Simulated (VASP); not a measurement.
An input for Quantum ESPRESSO's pw.x (written as the equivalent of a VASP run, and not itself run):

```
&CONTROL
  calculation = 'vc-relax'
  pseudo_dir = './pseudo'
  outdir = './out'
  tprnfor = .true.
  tstress = .true.
  nstep = 40
  forc_conv_thr = 0.00078
/
&SYSTEM
  ibrav = 0
  nat = 2
  ntyp = 2
  ecutwfc = 98
  occupations = 'smearing'
  smearing = 'methfessel-paxton'
  degauss = 0.00735
  input_dft = 'pbe'
/
&ELECTRONS
  conv_thr = 7.3e-08
  electron_maxstep = 100
/
&IONS
/
&CELL
  press = 200
/
ATOMIC_SPECIES
  Al 26.982 Al.upf
  Ni 58.693 Ni.upf
CELL_PARAMETERS angstrom
     2.8393907    0.0000000    0.0000000
     0.0000000    2.8393907    0.0000000
     0.0000000    0.0000000    2.8393907
ATOMIC_POSITIONS crystal
  Al   0.5000000  0.5000000  0.5000000
  Ni   0.0000000  0.0000000  0.0000000
K_POINTS automatic
  13 13 13 0 0 0
```

Question: Write the VASP files for the same calculation (PBE).

Answer: Several could match; the one computed here: 
### POSCAR
```
NiAl
1.0
  2.8393906739   0.0000000000   0.0000000000
  0.0000000000   2.8393906739   0.0000000000
  0.0000000000   0.0000000000   2.8393906739
Al Ni
1 1
Cartesian
  1.4196953370   1.4196953370   1.4196953370
  0.0000000000   0.0000000000   0.0000000000
```

INCAR:
```
ALGO  =  Normal
LCHARG  =  .FALSE.
SYSTEM  =  NiAl
PSTRESS  =  200   ! kbar
NSW  =  40   ! most ionic steps
EDIFF  =  1E-6   ! SCF stop (eV)
LREAL  =  .FALSE.   ! projection in real space or not
EDIFFG  =  -0.02   ! ionic stop
GGA  =  PE   ! PBE
PREC  =  Accurate
LMAXMIX  =  4
ENCUT  =  500   ! plane-wave cut-off (eV)
ISIF  =  3
LWAVE  =  .FALSE.
IBRION  =  2
ISMEAR  =  1   ! Methfessel-Paxton
NELM  =  100   ! most electronic steps
SIGMA  =  0.1   ! width (eV)
LASPH  =  .TRUE.
```

**KPOINTS**
```
Automatic mesh
0
Gamma
13 13 13
0 0 0
```

POTCAR, in this order: Al Ni (PBE.64 set). Program: vasp_std.

The two are equivalent in intent, not identical: the potentials are each code's own (VASP's PAW set, PseudoDojo norm-conserving files in pw.x), so ENCUT and ecutwfc are chosen apart and not converted; conv_thr bounds pw.x's estimated SCF error, while EDIFF bounds the energy change between steps; forc_conv_thr acts on force components and is met together with etot_conv_thr.

The compound is NiAl in the CsCl type structure. This run relaxes it under an external pressure of 20 GPa. Symmetry was kept, so distortions that lower it aren't found.
